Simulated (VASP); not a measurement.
These are PBEsol GGA, VASP's PBE PAW potentials (set 64) (plane waves; VASP) values and carry that method's errors.

VASP input:

INCAR:
```
# general
SYSTEM =WS2
PREC   =Accurate
ENCUT  =480
LREAL  =.FALSE.
LASPH  =.TRUE.   # aspherical one-centre terms

# electronic loop
EDIFF  =1E-6   # SCF stop (eV)
NELM   =100   # most electronic steps
ALGO   =Normal   # blocked Davidson
LMAXMIX=6   # l cut-off of mixed one-centre charges

# smearing
ISMEAR =0   # Gaussian
SIGMA  =0.05

# functional
GGA    =PS   # PBEsol

# ions
IBRION =2   # conjugate gradients
NSW    =60   # most ionic steps
ISIF   =3
EDIFFG =-0.02   # ionic stop

# output
LWAVE  =.FALSE.
LCHARG =.FALSE.
```

File KPOINTS:
```
Automatic mesh
0
Gamma
7 7 2
0 0 0
```

**POSCAR**
```
WS2
1
    3.1475547377    -0.0000000000    -0.0000000000
   -1.5737773689     2.7258623408    -0.0000000000
   -0.0000000000    -0.0000000000    12.6355046143
W S
2 4
Direct
  0.6666670000   0.3333330000   0.7500000000
  0.3333330000   0.6666670000   0.2500000000
  0.6666670000   0.3333330000   0.3740583124
  0.3333330000   0.6666670000   0.8740583124
  0.3333330000   0.6666670000   0.6259416876
  0.6666670000   0.3333330000   0.1259416876
```

POTCAR, in this order: W_sv S (PBE.64 set). Program: vasp_std.

Without a dispersion term in the relaxation, distances and binding between the weakly bound layers, chains or molecules are unreliable, and so is what depends on them.

Problem. What does the run give for the energy per atom (σ→0)?

Solution. 
```yaml
energy per atom (σ→0): -8.426 eV/atom
```

OSZICAR:
```
...
DAV:   8    -0.505567393059E+02    0.11964E+00   -0.58156E-01  1285   0.448E+00    0.198E+00
DAV:   9    -0.505576119604E+02   -0.87265E-03   -0.58306E-02  1385   0.122E+00    0.985E-01
DAV:  10    -0.505554206498E+02    0.21913E-02   -0.27721E-02  1262   0.105E+00    0.335E-01
DAV:  11    -0.505551227512E+02    0.29790E-03   -0.39800E-03  1221   0.385E-01    0.135E-01
DAV:  12    -0.505550966246E+02    0.26127E-04   -0.17515E-04  1226   0.893E-02    0.491E-02
DAV:  13    -0.505551096987E+02   -0.13074E-04   -0.92491E-05  1286   0.527E-02    0.184E-02
DAV:  14    -0.505551097946E+02   -0.95813E-07   -0.73077E-06  1196   0.185E-02
   1 F= -.50555110E+02 E0= -.50555110E+02  d E =-.505551E+02
```

The compound is WS2 in the 2H layered structure. It was relaxed first. The start is the result of an earlier pass.
